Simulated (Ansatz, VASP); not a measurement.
## Sr (linear Sr chain): VASP beside Ansatz

One calculation is typed for both programs; each brings its own data sets. How far apart do they land? The structure shown is the end of the Ansatz relaxation below.

Main program and level: Ansatz 0.2.0; plane waves, with VASP 6.6.1 beside it; single point at PBE, single point at LDA and single point at PBEsol.

## 1. Starting point

The cell holds 1 atom: 1 Sr. Cell: a = 12.000 Å, b = 12.000 Å, c = 4.480 Å, α = 90.0°, β = 90.0°, γ = 90.0°. Vacuum lies along a and b. The structure's axis is c.

## 2. Ansatz: relaxation, PBE

Ansatz runs on its default PAW (the set named soft_2) files.

This run makes the geometry at which the two programs are then compared.

File input.yaml:

```yaml
crystal:
  lattice:
    - [12.0, 0.0, 0.0]
    - [0.0, 12.0, 0.0]
    - [0.0, 0.0, 3.627]
  atoms:
    - { symbol: Sr, position: [0.5, 0.5, 0.0] }
kpoints:
  mp_grid: { grid: [1, 1, 23] }
scf:
  occupations: { method: fermi_dirac, width: 0.05 }
hamiltonian:
  xc: pbe
relax:
  cell: { fix: [a, b, alpha, beta, gamma] }
  max_steps: 60
```

The run is started by

```sh
> ansatz run input.yaml --threads 8 --pin off --max-ram 16384MiB --backend cpu --events-out ev --progress --plain --runs-dir out
```

Numbers of over 12 decimals in the logs are rounded to 6 here.

The program printed:

```text
Engine: ansatz 0.2.0, aarch64-unknown-linux-gnu
Pseudopotentials: kind: paw
Pseudopotential: Sr, paw, valence charge 10, recommended cutoff 420 eV (normal), Sr.paw.azcp
Functional definition: PBE
  parameter kappa = 0.804
  parameter beta = 0.066725
  exchange = pbe_x(kappa = kappa, mu = beta*pi^2/3)
  correlation = pbe_c(beta = beta)
Crystal: 1 atoms, lattice volume = 522.288 Å³
Basis set: ecut = 420 eV, 10141 PW (Γ), exchange–correlation on 162×162×50 points (8 copies of the dense FFT grid, shifted against one another)
Bands: 9, of which v1, the nominal top of the filled ones, is band 5 counted from 1 (4 counted from 0)
Symmetry: 16 space group operations
Space group: P4/mmm (ITA 123), of the structure as read, at distance tolerance 8.1e-5 Å
k-points: 12 of 23
Non-local potential: Sr, projectors of the file, l = 0: 3, l = 1: 2, l = 2: 2
PAW form: soft (Blöchl's): semilocal exchange-correlation on the pseudo side does not see the compensation charge
PAW one-centre angular grid: Sr, 110 points (default); XC on 64 Gauss nodes
Initial density: superposition of atomic densities (neutral atoms: chi_scale 0, normalization atom), corrected by the library's trained network
Initial wavefunctions: pseudopotential atomic-orbital guess
Functional: x = pbe(κ = 0.804, μ = 0.219515), c = pbe(β = 0.066725)
SCF iter   1: F=—  HF=-3542.580281 eV  |F-HF|=—  |Δ(HF+E_count)|=         —  Δρ=1.14e-3  dr2=1.65e-2  ethr=1.77e-3  ⟨swp⟩=8.6  Hψ=1132  notcnv=0
preconditioner: auto → LDOS  [insulator: Δε(μ)=0.187 eV  Ē_g=2.213 eV  σ=0.050 eV  W_gap=0.51  n_scr=20 (ndim 8)  ℏωp=2.3 eV  f_vac=0.714  D(μ)=4.75/eV (n_scr^D=20)  ε∞_Penn≈2.1  β→1.0]
SCF iter   2: F=—  HF=-3542.579630 eV  |F-HF|=—  |Δ(HF+E_count)|=   6.51e-4  Δρ=4.76e-4  dr2=3.67e-3  ethr=1.65e-4  ⟨swp⟩=2.7  Hψ=274  notcnv=0
SCF iter   3: F=—  HF=-3542.580013 eV  |F-HF|=—  |Δ(HF+E_count)|=   3.83e-4  Δρ=1.33e-4  dr2=2.16e-4  ethr=3.67e-5  ⟨swp⟩=2.0  Hψ=168  notcnv=0
SCF iter   4: F=—  HF=-3542.580102 eV  |F-HF|=—  |Δ(HF+E_count)|=   8.89e-5  Δρ=6.17e-5  dr2=3.16e-5  ethr=2.16e-6  ⟨swp⟩=2.5  Hψ=185  notcnv=0
SCF iter   5: F=—  HF=-3542.580144 eV  |F-HF|=—  |Δ(HF+E_count)|=   4.29e-5  Δρ=1.42e-5  dr2=2.71e-6  ethr=3.16e-7  ⟨swp⟩=2.5  Hψ=187  notcnv=0
SCF iter   6: F=—  HF=-3542.580147 eV  |F-HF|=—  |Δ(HF+E_count)|=   2.11e-6  Δρ=4.42e-6  dr2=1.39e-7  ethr=2.71e-8  ⟨swp⟩=3.0  Hψ=190  notcnv=0
SCF iter   7: F=-3542.580147 eV  HF=-3542.580147 eV  |F-HF|=4.58e-9  |Δ(HF+E_count)|=   9.46e-8  Δρ=1.00e-6  dr2=1.48e-8  ethr=1.00e-9  ⟨swp⟩=4.9  Hψ=377  notcnv=0
SCF 1 converged in 7 iterations: F = -3542.580147 eV  dr2 = 1.48e-8
  greatest PAW one-centre occupation: 0.989 electrons in one spin orbital (limit 2), on the Sr atom at site 0 (counted from 0), in its partial waves of l = 0
relax step   1: F+E_penalty+E_count = -3542.58014667 eV  Δ(F+E_penalty+E_count) = +0.000e0 eV  max|allowed force component| = 0.000e0 eV/Å  Δτ_max = 0.0000 Å  P = +0.256 GPa  Ω = 522.288 Å³  fix = [a, b, alpha, beta, gamma]  reactions: a -0.005, b -0.005 GPa  (7 SCF iters, dr2 threshold 1.00e-7 eV, accepted)
[...]
relax step   5: F+E_penalty+E_count = -3542.83410222 eV  Δ(F+E_penalty+E_count) = -4.512e-2 eV  max|allowed force component| = 0.000e0 eV/Å  Δτ_max = 0.0000 Å  P = +0.062 GPa  Ω = 611.182 Å³  energy of the carried Pulay correction = -8.247e-5 eV  fix = [a, b, alpha, beta, gamma]  reactions: a -0.006, b -0.006 GPa  (5 SCF iters, dr2 threshold 1.00e-7 eV, accepted)
[...]
relax step   6: F+E_penalty+E_count = -3542.85347021 eV  Δ(F+E_penalty+E_count) = -1.937e-2 eV  max|allowed force component| = 0.000e0 eV/Å  Δτ_max = 0.0000 Å  P = +0.011 GPa  Ω = 637.296 Å³  energy of the carried Pulay correction = -1.053e-4 eV  fix = [a, b, alpha, beta, gamma]  reactions: a -0.006, b -0.006 GPa  (5 SCF iters, dr2 threshold 9.87e-8 eV, accepted)
[...]
relax step   7: F+E_penalty+E_count = -3542.85477450 eV  Δ(F+E_penalty+E_count) = -1.304e-3 eV  max|allowed force component| = 0.000e0 eV/Å  Δτ_max = 0.0000 Å  P = -0.002 GPa  Ω = 645.126 Å³  energy of the carried Pulay correction = -1.121e-4 eV  fix = [a, b, alpha, beta, gamma]  reactions: a -0.007, b -0.007 GPa  (7 SCF iters, accepted)
[...]
relax step   8: F+E_penalty+E_count = -3542.85568266 eV  Δ(F+E_penalty+E_count) = -9.082e-4 eV  max|allowed force component| = 0.000e0 eV/Å  Δτ_max = 0.0000 Å  P = +0.001 GPa  Ω = 645.126 Å³  fix = [a, b, alpha, beta, gamma]  reactions: a -0.006, b -0.006 GPa  stress off target by 1.42e-2 GPa on what of the cell is left free  SCF on the basis re-selected at this cell (its energy is not comparable with the rows above)  (7 SCF iters)
basis re-selected at this cell: Δ(F+E_penalty+E_count) = -9.082e-4 eV, ΔP = +0.002 GPa vs the last step (what re-selecting the basis moved, of the pressure what is left beyond the Pulay correction that the steps carried, after the strain that the cell walked since its last selection, with what the two solves' SCF thresholds leave and, on support functions, any second-order correction that the steps lacked; it is no measure of the basis error at this ecutwfc). The dense FFT grid was sized anew with the basis: this SCF ran on 81×81×30 points, the steps before it on 81×81×25, so part of this shift can come from that change (see relax.cell in the input reference). [rest of the remark cut]
SCF converged after 7 iterations
Free energy (F): -3542.855683 eV
Harris-Foulkes:  -3542.855683 eV  (|F-HF|=0.00e0)
Internal energy: -3542.854165 eV  (E = F + TS)
E sigma→0 (E₀):  -3542.854924 eV
Entropy (-TS):   -0.001518 eV (-1.518 meV/atom)
Fermi energy:    -1.430751 eV
--- Per-component energies (eV) ---
  E_band       = -215.813335
  E_kinetic    = 237.025696
  E_local      = -1497.404761  (includes V_loc(G=0)·N_el)
  E_nonlocal   = 204.450060
  E_hartree    = 518.416102
  E_xc         = -168.657005
  E_vxc        = -155.774544  (∫ρ·V_xc dr)
  E_paw        = -2694.877875  (= ΣΔE_a)
  E_vpaw       = -40.942002  (= ΣTr[D̂ρ^β])
  E_aug_tail   = -0.000001  (compensation charges beyond the density's cutoff)
  E_ewald      = -141.806380
  E_smearing   = -0.001518  (= −TS)
  E_closure    = -0.000000  (closes the sum)
  Σ components = -3542.855683   (vs F -3542.855683, Δ=0.00e0)
--- Forces (eV/Å), atoms counted from 1 ---
  atom   1  Sr    -0.00000000     0.00000000     0.00000000
  max |Σ_I F_I| component: 4.44e-31 eV/Å
--- Stress (GPa, compression-positive) ---
       -0.006143       0.000000       0.000000
        0.000000      -0.006143       0.000000
        0.000000       0.000000       0.014197
  P = ⅓ Tr σ = 0.0006 GPa (0.006 kbar)
--- Relaxed structure (7 steps of the walk, 7 accepted, 1 SCFs on fresh bases) ---
  F+E_penalty+E_count = -3542.85568266 eV   max|allowed force component| = 0.000e0 eV/Å   (the final SCF, on the basis selected at the relaxed cell)
  cell:  # Å, volume = 645.1264 Å³
    - [12.0, 0.0, 0.0]
    - [0.0, 12.0, 0.0]
    - [0.0, 0.0, 4.480044]
  atoms:
    - { symbol: Sr, position: [0.5, 0.5, 0.0] }
```

## 3. VASP: single point, PBE

The same cell, functional, mesh and smearing now go to VASP, with its own data sets.

Lines of VASP's logs that name or quote its potential files are left out, and so is its time.

File INCAR:

```
SYSTEM = Sr
PREC = Accurate
ENCUT = 500
EDIFF = 1E-06
NELM = 120
ISMEAR = -1
SIGMA = 0.05
LREAL = .FALSE.
ALGO = Normal
GGA = PE
NBANDS = 11
LORBIT = 11
LWAVE = .FALSE.
LCHARG = .FALSE.
ISIF = 2
LASPH = .TRUE.
GGA_COMPAT = .FALSE.
EFERMI = MIDGAP
KPAR = 2
```

File POSCAR:

```
Sr
1.0
   12.0000000000      0.0000000000      0.0000000000
    0.0000000000     12.0000000000      0.0000000000
    0.0000000000      0.0000000000      4.4800444779
Sr
1
Direct
    0.5000000000      0.5000000000      0.0000000000
```

File KPOINTS:

```
Automatic mesh
0
Gamma
1 1 23
0 0 0
```

Potentials, in the order of the species: Sr_sv (PBE family, release 64).

The run is started by

```sh
> mpirun -np 2 vasp_std
```

The program printed:

```text
[banner, memory and clock lines left out]
running    2 mpi-ranks, on    1 nodes
 distrk:  each k-point on    1 cores,    2 groups
 distr:  one band on    1 cores,    1 groups

 POSCAR found type information on POSCAR Sr
 POSCAR found :  1 types and       1 ions
 LDA part: xc-table for (Slater+PW92), standard interpolation
 POSCAR, INCAR and KPOINTS ok, starting setup
 FFT: planning ... GRIDC
 FFT: planning ... GRID_SOFT
 FFT: planning ... GRID
 WAVECAR not read
 entering main loop
       N       E                     dE             d eps       ncg     rms          rms(c)
DAV:   1     0.205229640429E+02    0.20523E+02   -0.39427E+03   432   0.509E+02
DAV:   2     0.260860363677E+01   -0.17914E+02   -0.17493E+02   376   0.793E+01
DAV:   3    -0.134368619811E+00   -0.27430E+01   -0.27343E+01   490   0.204E+01
DAV:   4    -0.290962700619E+00   -0.15659E+00   -0.15616E+00   378   0.432E+00
DAV:   5    -0.295367841042E+00   -0.44051E-02   -0.44028E-02   427   0.544E-01    0.655E+00
DAV:   6    -0.282603057839E+00    0.12765E-01   -0.14383E-02   385   0.557E-01    0.350E+00
DAV:   7    -0.273231291247E+00    0.93718E-02   -0.30505E-02   410   0.682E-01    0.193E-01
DAV:   8    -0.273127976806E+00    0.10331E-03   -0.14738E-03   433   0.133E-01    0.623E-02
DAV:   9    -0.273049620284E+00    0.78357E-04   -0.43934E-04   404   0.602E-02    0.373E-02
DAV:  10    -0.273069370590E+00   -0.19750E-04   -0.40418E-04   346   0.503E-02    0.203E-02
DAV:  11    -0.273141840437E+00   -0.72470E-04   -0.56555E-05   413   0.197E-02    0.958E-03
DAV:  12    -0.273279179696E+00   -0.13734E-03   -0.69904E-05   276   0.320E-02    0.251E-02
DAV:  13    -0.273321498341E+00   -0.42319E-04   -0.85112E-06   404   0.145E-02    0.381E-03
DAV:  14    -0.273405448567E+00   -0.83950E-04   -0.22783E-05   284   0.237E-02    0.384E-03
DAV:  15    -0.273418727694E+00   -0.13279E-04   -0.44194E-06   292   0.122E-02    0.180E-03
DAV:  16    -0.273432926096E+00   -0.14198E-04   -0.39367E-06   292   0.860E-03    0.589E-04
DAV:  17    -0.273436548053E+00   -0.36220E-05   -0.13064E-06   388   0.393E-03    0.708E-04
DAV:  18    -0.273436770575E+00   -0.22252E-06   -0.11117E-07   342   0.917E-04
   1 F= -.27343677E+00 E0= -.27270143E+00  d E =-.147069E-02
```

Parts of OUTCAR (step 3):

```text
ion  position               nearest neighbor table
   1  0.500  0.500  0.000-

  LATTYP: Found a simple tetragonal cell.
 ALAT       =    12.0000000000
 C/A-ratio  =     0.3733370398

 Subroutine GETGRP returns: Found 16 space group operations
 (whereof 16 operations were pure point group operations)

The static configuration has the point symmetry D_4h.

 Found     12 irreducible k-points:

   k-points           NKPTS =     12   k-points in BZ     NKDIM =     12   number of bands    NBANDS=     11

   dimension x,y,z NGX =    90 NGY =   90 NGZ =   36
   dimension x,y,z NGXF=   180 NGYF=  180 NGZF=   72

   ENCUT  =  500.0 eV  36.75 Ry    6.06 a.u.  21.88 21.88  8.17*2*pi/ulx,y,z

   NELECT =      10.0000    total number of electrons

 k-points in reciprocal lattice and weights: Automatic mesh
   0.00000000  0.00000000  0.00000000       0.043
   0.00000000  0.00000000  0.04347826       0.087
   0.00000000  0.00000000  0.08695652       0.087
   0.00000000  0.00000000  0.13043478       0.087
   0.00000000  0.00000000  0.17391304       0.087
   0.00000000  0.00000000  0.21739130       0.087
   0.00000000  0.00000000  0.26086957       0.087
   0.00000000  0.00000000  0.30434783       0.087
   0.00000000  0.00000000  0.34782609       0.087
   0.00000000  0.00000000  0.39130435       0.087
   0.00000000  0.00000000  0.43478261       0.087
   0.00000000  0.00000000  0.47826087       0.087

 average (electrostatic) potential at core
       1 -46.1694

 E-fermi :  -1.7278

 k-point     1 :       0.0000    0.0000    0.0000
  band No.  band energies     occupation
      1     -40.1434      2.00000
      2     -22.1151      2.00000
      3     -22.1151      2.00000
      4     -21.9610      2.00000
      5      -3.8591      2.00000
      6      -1.2873      0.00030
      7      -1.2873      0.00030
      8      -1.2324      0.00010
      9      -0.9068      0.00000
     10      -0.8707      0.00000
    ...

 k-point     2 :       0.0000    0.0000    0.0435
  band No.  band energies     occupation
      1     -40.1434      2.00000
      2     -22.1150      2.00000
      3     -22.1150      2.00000
      4     -21.9620      2.00000
      5      -3.8392      2.00000
      6      -1.2848      0.00028
      7      -1.2848      0.00028
      8      -1.2209      0.00008
      9      -0.8988      0.00000
     10      -0.8632      0.00000
    ...

 k-point     3 :       0.0000    0.0000    0.0870
  band No.  band energies     occupation
      1     -40.1433      2.00000
      2     -22.1148      2.00000
      3     -22.1148      2.00000
      4     -21.9651      2.00000
      5      -3.7799      2.00000
      6      -1.2779      0.00025
      7      -1.2779      0.00025
      8      -1.1871      0.00004
      9      -0.8753      0.00000
     10      -0.8410      0.00000
    ...

  Total       -0.0288518     -0.0288518      0.0646177      0.0000000      0.0000000      0.0000000
  in kB       -0.0716537     -0.0716537      0.1604786      0.0000000      0.0000000      0.0000000
  external PRESSURE =       0.0057237 kB  Pullay stress =       0.0000000 kB

  energy-cutoff  :      500.00
  volume of cell :      645.13
      direct lattice vectors                 reciprocal lattice vectors
    12.000000000  0.000000000  0.000000000     0.083333333  0.000000000  0.000000000
     0.000000000 12.000000000  0.000000000     0.000000000  0.083333333  0.000000000
     0.000000000  0.000000000  4.480044478     0.000000000  0.000000000  0.223212070

 POSITION                                       TOTAL-FORCE (eV/Angst)
 -----------------------------------------------------------------------------------
      6.00000      6.00000      0.00000         0.000000      0.000000      0.000000
 -----------------------------------------------------------------------------------
    total drift:                                0.000000     -0.000000     -0.000000

  FREE ENERGIE OF THE ION-ELECTRON SYSTEM (eV)
  ---------------------------------------------------
  free  energy   TOTEN  =        -0.2734367706 eV

  energy  without entropy=       -0.2719660815  energy(sigma->0) =       -0.27270143

 total charge
# of ion       s       p       d       tot
------------------------------------------
    1        2.122   5.651   0.019   7.793

[... 3 further parts left out ...]
```

## 4. Differences

Known differences besides the potentials themselves: the cutoff is 420 eV in Ansatz and 500 eV in VASP; Ansatz's pressure holds a Pulay correction, VASP's none. Total energies have different zeros and are not compared.

Both answers:

```
              quantity  Ansatz   VASP  difference
        pressure (GPa)    0.00   0.00        0.00
gap on the k mesh (eV)   0.436  0.442      -0.006
```

A gap on the mesh is an upper bound, since the band edges may lie between its points.

## 5. Ansatz: relaxation, LDA

This run makes the geometry at which the two programs are then compared. The cell compared in this pair holds 633.24 Å³, against 645.13 Å³ for the pair before.

The structure compared here is the end of the Ansatz relaxation.

input.yaml, the sections that differ from step 2:

```yaml
crystal:
  lattice:
    - [12.0, 0.0, 0.0]
    - [0.0, 12.0, 0.0]
    - [0.0, 0.0, 3.627]
  atoms:
    - { symbol: Sr, position: [0.5, 0.5, 0.0], spin: 0.5 }
magnetization:
  spin_polarized: true
hamiltonian:
  xc: lda
# kpoints, scf, relax: as in step 2
```

The run is started by

```sh
> ansatz run input.yaml --threads 8 --pin off --max-ram 16384MiB --backend cpu --events-out ev --progress --plain --runs-dir out
```

The program printed:

```text
[...]
Crystal: 1 atoms, lattice volume = 522.288 Å³
Basis set: ecut = 420 eV, 10141 PW (Γ)
Bands: 10, of which v1, the nominal top of the filled ones, is band 5 counted from 1 (4 counted from 0)
Symmetry: 16 space group operations
[...]
k-points: 12 of 23
[...]
Starting moments: Σ|m| = 0.5 μB on 1 of 1 site
[...]
-0.005427       0.000000       0.000000
        0.000000      -0.005427       0.000000
        0.000000       0.000000       0.003178
  P = ⅓ Tr σ = -0.0026 GPa (-0.026 kbar)
--- Relaxed structure (6 steps of the walk, 6 accepted, 1 SCFs on fresh bases) ---
[...]
cell:  # Å, volume = 633.2357 Å³
    - [12.0, 0.0, 0.0]
    - [0.0, 12.0, 0.0]
    - [0.0, 0.0, 4.397470]
  atoms:
    - { symbol: Sr, position: [0.5, 0.5, 0.0] }
[key lines of the parts left out:]
SCF converged after 9 iterations
Magnetization: 0.0000 μB (5.0000 up, 5.0000 down)
Free energy (F): -3442.727234 eV
Fermi energy:    -1.530208 eV
```

(Part 1 of 2 ends here.)

[Lines on the potential files, build, host, timing and source positions are cut from VASP's logs without a mark.]

[Logs are printed without paths, hosts, clocks, repeated set-up lines and the standing remarks that a program may print on its own settings, such as how far it seeks lower states.]

[Hosts, paths, dates, database ids (printed as entryN), source tags and the programs' standing remarks are cut or masked in the printed files.]
